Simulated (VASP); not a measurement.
VASP ran on this input.

### INCAR
```
ALGO=Normal
EDIFF=1E-6
ENCUT=400
GGA=PE
ISIF=2
ISMEAR=0
LASPH=T
LCHARG=F
LMAXMIX=4
LREAL=F
LWAVE=F
NELM=100
PREC=Single
SIGMA=0.05
SYSTEM=CaSe
```

**KPOINTS**
```
Automatic mesh
0
gamma
  7 7 7
```

**POSCAR**
```
CaSe
6.03840
  0.0000000000   0.5000000000   0.5000000000
  0.5000000000   0.0000000000   0.5000000000
  0.5000000000   0.5000000000   0.0000000000
Ca Se
1 1
Direct
  0.0000000000   0.0000000000   0.0000000000
  0.5000000000   0.5000000000   0.5000000000
```

POTCAR, in this order: Ca_sv Se (PBE.64 set). Program: vasp_std.

Write an equivalent input for Ansatz.

One equivalent input (not run):
Ansatz 0.2 input:
```yaml
crystal:
  lattice:
    - [0.0000000, 3.0192000, 3.0192000]
    - [3.0192000, 0.0000000, 3.0192000]
    - [3.0192000, 3.0192000, 0.0000000]
  atoms:
    - { symbol: Ca, position: [0.0000000, 0.0000000, 0.0000000] }
    - { symbol: Se, position: [0.5000000, 0.5000000, 0.5000000] }
kpoints:
  mp_grid: { grid: [7, 7, 7] }
hamiltonian:
  xc: pbe
  pseudopotentials: { kind: paw }
scf:
  occupations: { method: gaussian, width: 0.05 }
  max_iter: 100
output: { forces: true, stress: true, eigenvalues: true }
```
Limits of the translation: each code has its own PAW files, so the cut-off isn't converted (ENCUT is set for VASP's; basis.ecutwfc is left out, and Ansatz then takes the one that its files recommend); Ansatz stops its SCF on the density residual and VASP on the energy change (EDIFF).

The compound is CaSe in the rock salt structure. The cell was not relaxed at this level. The run is one of a series of settings (PREC = Single against the base run), some of them coarse on purpose.
